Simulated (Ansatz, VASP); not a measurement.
**C in two plane-wave programs**

One calculation is typed for both programs; each brings its own data sets. How far apart do they land? Of the first pair: The structure shown is frame 50 of Ansatz's trajectory.

Main program and level: Ansatz 0.2.0; plane waves, with VASP 6.6.1 beside it; single point at PBE.

## (1) Set-up

The cell holds 30 atoms: 30 C. Cell: a = 6.128 Å, b = 6.128 Å, c = 6.128 Å, α = 90.0°, β = 90.0°, γ = 90.0°. Kind glass; density_g_cm3 2.6; melt_temperature_k 3500; route random start, relaxed, short melt, two cooling runs, relaxed.

## (2) Ansatz: dynamics, PBE

Ansatz runs on its default PAW (the set named soft_2) files.

One frame of this run of dynamics is then solved in both programs, so the motion causes no difference.

input.yaml

```yaml
crystal:
  lattice:
    - [6.1281413518, 0.0, 0.0]
    - [0.0, 6.1281413518, 0.0]
    - [0.0, 0.0, 6.1281413518]
  atoms:
    - { symbol: C, position: [0.47923699, 0.94967473, 0.19925781] }
    - { symbol: C, position: [0.98625369, 0.39430194, 0.42363612] }
    - { symbol: C, position: [0.07147257, 0.74691276, 0.64950982] }
    - { symbol: C, position: [0.37635131, 0.75954253, 0.26026064] }
    - { symbol: C, position: [0.59937129, 0.31567385, 0.24937578] }
    - { symbol: C, position: [0.14969237, 0.11319909, 0.82930855] }
    - { symbol: C, position: [0.19935196, 0.52015804, 0.97535968] }
    - { symbol: C, position: [0.2841235, 0.28249185, 0.94494018] }
    - { symbol: C, position: [0.46095232, -0.07922059, 0.75864748] }
    - { symbol: C, position: [0.76562333, 0.67975456, 0.89028739] }
    - { symbol: C, position: [0.09927627, 0.55431358, 0.51848886] }
    - { symbol: C, position: [-0.01014043, 0.59543519, 0.86037278] }
    - { symbol: C, position: [0.54543308, 0.08101347, 0.90496085] }
    - { symbol: C, position: [0.40511892, 0.4713718, 0.84148956] }
    - { symbol: C, position: [0.86029478, 0.83994619, 0.53947907] }
    - { symbol: C, position: [0.23262681, -0.08225071, 0.73088131] }
    - { symbol: C, position: [0.70303225, 0.90491989, 0.25512695] }
    - { symbol: C, position: [0.75675457, 0.04593089, 0.85338012] }
    - { symbol: C, position: [0.22631642, 0.43360194, 0.36880334] }
    - { symbol: C, position: [0.81181042, 0.2584991, 0.35251798] }
    - { symbol: C, position: [0.74095484, 0.71271708, 0.3705422] }
    - { symbol: C, position: [0.23020797, 0.60155401, 0.18679954] }
    - { symbol: C, position: [0.53669829, 0.62046007, 0.37978171] }
    - { symbol: C, position: [0.70270735, 0.84947257, 0.73125908] }
    - { symbol: C, position: [0.459321, 0.41012484, 0.41929956] }
    - { symbol: C, position: [0.63633193, 0.49240656, -0.07066955] }
    - { symbol: C, position: [0.45359185, 0.17090108, 0.10174423] }
    - { symbol: C, position: [0.85081295, 0.39504604, 0.86193638] }
    - { symbol: C, position: [0.83819166, 0.03445302, 0.38037944] }
    - { symbol: C, position: [0.93173455, 0.17692526, 0.8531187] }
kpoints:
  mp_grid: { grid: [1, 1, 1] }
scf:
  occupations: { method: fermi_dirac, width: 0.1 }
  n_extra_bands: 21
hamiltonian:
  xc: pbe
  pseudopotentials: { kind: paw }
output:
  forces: true
basis:
  ecutwfc: 320
md:
  timestep: 1.5
  n_steps: 150
  ensemble: nvt_langevin
  temperature: 3500
  seed: 0
```

Run with:

```console
$ ansatz run input.yaml --threads 8 --pin off --max-ram 40960MiB --backend cuda --events-out ev --progress --plain --runs-dir out
```

Numbers of over 12 decimals in the logs are rounded to 6 here.

The log of the run:

```text
Warning: md: disabling space-group detection — thermal motion breaks the input geometry's symmetry, so no spatial operation reduces the k-mesh or symmetrises the density; time reversal is kept, so that k and −k are solved as one point where they differ and the mesh holds both, and exact exchange and, on two spinor components, a DFT+U term hold to it where the run has them: on two components no moment then forms, and  [...]
Warning: basis.ecutwfc = 320 eV is below the records' recommended 420 eV, and the density's cutoff is lower with it unless basis.ecutrho_ratio is high enough to keep the records' density cutoff: compare with a run at a higher cutoff
scf.n_extra_bands = 21 over 60 filled bands (N_el = 120.0): the run solves 81 bands
Engine: ansatz 0.2.0, aarch64-unknown-linux-gnu
Pseudopotentials: kind: paw
Pseudopotential: C, paw, valence charge 4, recommended cutoff 420 eV (normal), C.paw.azcp
Functional definition: PBE
  parameter kappa = 0.804
  parameter beta = 0.066725
  exchange = pbe_x(kappa = kappa, mu = beta*pi^2/3)
  correlation = pbe_c(beta = beta)
[...]
Crystal: 30 atoms, lattice volume = 230.137 Å³
Basis set: ecut = 320 eV, 2945 PW (Γ), exchange–correlation on 72×72×72 points (8 copies of the dense FFT grid, shifted against one another)
Bands: 81, of which v1, the nominal top of the filled ones, is band 60 counted from 1 (59 counted from 0)
Symmetry: 1 space group operations
k-points: 1
Non-local potential: C, projectors of the file, l = 0: 2, l = 1: 2, l = 2: 1
PAW form: soft (Blöchl's): semilocal exchange-correlation on the pseudo side does not see the compensation charge
PAW one-centre angular grid: C, 110 points (default); XC on 64 Gauss nodes
Initial density: superposition of atomic densities (neutral atoms: chi_scale 0, normalization atom), corrected by the library's trained network
Initial wavefunctions: pseudopotential atomic-orbital guess
[...]
Functional: x = pbe(κ = 0.804, μ = 0.219515), c = pbe(β = 0.066725)
SCF iter   1: F=—  HF=-7491.949395 eV  |F-HF|=—  |Δ(HF+E_count)|=         —  Δρ=2.37e-2  dr2=1.38e0  ethr=1.77e-3  ⟨swp⟩=7.0  Hψ=382  notcnv=0  defer=2
preconditioner: auto → LDOS  [insulator: Δε(μ)=0.411 eV  Ē_g=13.555 eV  σ=0.100 eV  W_gap=0.77  n_scr=56 (ndim 8)  ℏωp=26.8 eV  f_vac=0.025  D(μ)=4.04/eV (n_scr^D=26)  ε∞_Penn≈4.9  β→1.0]
SCF iter   2: F=—  HF=-7491.829239 eV  |F-HF|=—  |Δ(HF+E_count)|=   1.20e-1  Δρ=1.17e-2  dr2=4.67e-1  ethr=1.15e-3  ⟨swp⟩=2.0  Hψ=143  notcnv=0  defer=10
[...]
SCF iter  13: F=-7491.735426 eV  HF=-7491.735426 eV  |F-HF|=1.83e-8  |Δ(HF+E_count)|=   1.03e-8  Δρ=2.96e-6  dr2=2.79e-8  ethr=2.50e-11  ⟨swp⟩=3.0  Hψ=285  notcnv=0
SCF 1 converged in 13 iterations: F = -7491.735426 eV  dr2 = 2.79e-8
  greatest PAW one-centre occupation: 0.710 electrons in one spin orbital (limit 2), on the C atom at site 17 (counted from 0), in its partial waves of l = 0
md step     0: t =     0.00 fs  T =     0.0 K  F+E_penalty+E_count = -7491.73542551 eV  E_kin = 0.000000 eV  (13 SCF iters)
[... from here on, the SCF cycles and remarks between the steps are left out ...]
md step     1: t =     1.50 fs  T =   108.1 K  F+E_penalty+E_count = -7491.73378297 eV  E_kin = 0.419274 eV  (9 SCF iters)
md step     2: t =     3.00 fs  T =   219.0 K  F+E_penalty+E_count = -7491.67915213 eV  E_kin = 0.849211 eV  (11 SCF iters)
md step     3: t =     4.50 fs  T =   280.8 K  F+E_penalty+E_count = -7491.52442125 eV  E_kin = 1.088778 eV  (11 SCF iters)
md step     6: t =     9.00 fs  T =   488.6 K  F+E_penalty+E_count = -7491.03299620 eV  E_kin = 1.894535 eV  (12 SCF iters)
md step     9: t =    13.50 fs  T =   739.1 K  F+E_penalty+E_count = -7490.87698131 eV  E_kin = 2.866091 eV  (11 SCF iters)
md step    12: t =    18.00 fs  T =  1062.6 K  F+E_penalty+E_count = -7490.64728098 eV  E_kin = 4.120610 eV  (11 SCF iters)
md step    15: t =    22.50 fs  T =  1156.6 K  F+E_penalty+E_count = -7489.42934096 eV  E_kin = 4.484906 eV  (9 SCF iters)
md step    18: t =    27.00 fs  T =  1004.6 K  F+E_penalty+E_count = -7487.74544600 eV  E_kin = 3.895585 eV  (8 SCF iters)
md step    21: t =    31.50 fs  T =  1076.6 K  F+E_penalty+E_count = -7487.58597014 eV  E_kin = 4.174898 eV  (8 SCF iters)
md step    22: t =    33.00 fs  T =  1139.5 K  F+E_penalty+E_count = -7487.75712859 eV  E_kin = 4.418910 eV  (8 SCF iters)
md step    23: t =    34.50 fs  T =  1072.3 K  F+E_penalty+E_count = -7487.95051843 eV  E_kin = 4.158202 eV  (8 SCF iters)
md step    24: t =    36.00 fs  T =  1082.5 K  F+E_penalty+E_count = -7488.14215525 eV  E_kin = 4.197525 eV  (8 SCF iters)
md step    25: t =    37.50 fs  T =  1131.8 K  F+E_penalty+E_count = -7488.30549923 eV  E_kin = 4.389009 eV  (9 SCF iters)
md step    26: t =    39.00 fs  T =  1247.7 K  F+E_penalty+E_count = -7488.32697595 eV  E_kin = 4.838446 eV  (9 SCF iters)
md step    27: t =    40.50 fs  T =  1309.4 K  F+E_penalty+E_count = -7488.23611639 eV  E_kin = 5.077629 eV  (10 SCF iters)
md step    28: t =    42.00 fs  T =  1326.1 K  F+E_penalty+E_count = -7488.15262968 eV  E_kin = 5.142348 eV  (11 SCF iters)
md step    29: t =    43.50 fs  T =  1376.1 K  F+E_penalty+E_count = -7488.04440964 eV  E_kin = 5.336350 eV  (10 SCF iters)
md step    30: t =    45.00 fs  T =  1355.8 K  F+E_penalty+E_count = -7487.93864081 eV  E_kin = 5.257611 eV  (12 SCF iters)
md step    31: t =    46.50 fs  T =  1467.5 K  F+E_penalty+E_count = -7487.72661180 eV  E_kin = 5.690830 eV  (11 SCF iters)
md step    32: t =    48.00 fs  T =  1348.9 K  F+E_penalty+E_count = -7487.43664893 eV  E_kin = 5.230660 eV  (11 SCF iters)
md step    33: t =    49.50 fs  T =  1408.6 K  F+E_penalty+E_count = -7487.31051955 eV  E_kin = 5.462342 eV  (11 SCF iters)
md step    34: t =    51.00 fs  T =  1409.7 K  F+E_penalty+E_count = -7487.37282709 eV  E_kin = 5.466535 eV  (12 SCF iters)
md step    35: t =    52.50 fs  T =  1510.1 K  F+E_penalty+E_count = -7487.53289418 eV  E_kin = 5.855946 eV  (10 SCF iters)
[...]
md step    39: t =    58.50 fs  T =  1633.6 K  F+E_penalty+E_count = -7487.36888242 eV  E_kin = 6.334667 eV  (9 SCF iters)
md step    40: t =    60.00 fs  T =  1775.8 K  F+E_penalty+E_count = -7487.30236115 eV  E_kin = 6.886378 eV  (10 SCF iters)
md step    41: t =    61.50 fs  T =  1895.2 K  F+E_penalty+E_count = -7487.20200898 eV  E_kin = 7.349305 eV  (8 SCF iters)
md step    42: t =    63.00 fs  T =  1962.9 K  F+E_penalty+E_count = -7487.05077653 eV  E_kin = 7.611653 eV  (8 SCF iters)
md step    43: t =    64.50 fs  T =  1967.7 K  F+E_penalty+E_count = -7486.87498768 eV  E_kin = 7.630421 eV  (8 SCF iters)
md step    44: t =    66.00 fs  T =  2106.0 K  F+E_penalty+E_count = -7486.78959455 eV  E_kin = 8.166761 eV  (8 SCF iters)
md step    45: t =    67.50 fs  T =  2160.9 K  F+E_penalty+E_count = -7486.85130828 eV  E_kin = 8.379730 eV  (8 SCF iters)
md step    46: t =    69.00 fs  T =  2250.4 K  F+E_penalty+E_count = -7486.89227638 eV  E_kin = 8.726602 eV  (8 SCF iters)
[...]
SCF iter   1: F=—  HF=-7486.579134 eV  |F-HF|=—  |Δ(HF+E_count)|=         —  Δρ=2.55e-3  dr2=1.20e-2  ethr=9.00e-5  ⟨swp⟩=4.0  Hψ=239  notcnv=0  defer=9
[...]
```

In the SCF lines HF is the Harris–Foulkes energy and dr2 the Hartree energy of the density residual, in eV; the loop may stop once dr2 is under the threshold and the program's other checks hold. Hψ counts applications of the Hamiltonian.

[end of part 1 of 3]

[Lines on the potential files, build, host, timing and source positions are cut from VASP's logs without a mark.]

[Logs are printed without paths, hosts, clocks, repeated set-up lines and the standing remarks that a program may print on its own settings, such as how far it seeks lower states.]

[Hosts, paths, dates, database ids (printed as entryN), source tags and the programs' standing remarks are cut or masked in the printed files.]
